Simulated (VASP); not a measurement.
Energy against volume of SiC (wurtzite). Method: revTPSS meta-GGA, VASP's PBE PAW potentials (set 64) (plane waves; VASP). Settings: 520 eV cut-off, 8×8×5 Γ-centred mesh, Gaussian smearing of 0.050 eV, potentials Si C.

Shape and ions are relaxed at each volume.

```
V (Å³/atom)  E (eV/atom)
-----------  -----------
10.031          -8.83840
10.341          -8.84536
10.651          -8.83935
10.962          -8.82214
```

Task: Fit these four points and predict the energy of the run at 9.721 Å³/atom.

Result: A cubic in V^(−2/3), the third-order Birch-Murnaghan form, passes through the four points with V0 = 10.34 Å³/atom and B0 = 223 GPa, and gives -8.8163 eV/atom there. The run gave -8.8164 eV/atom, -0.1 meV/atom from the fit; all five points give B0 = 223 GPa.

The compound is SiC in the wurtzite structure, the rare 2H polytype. It was relaxed first.
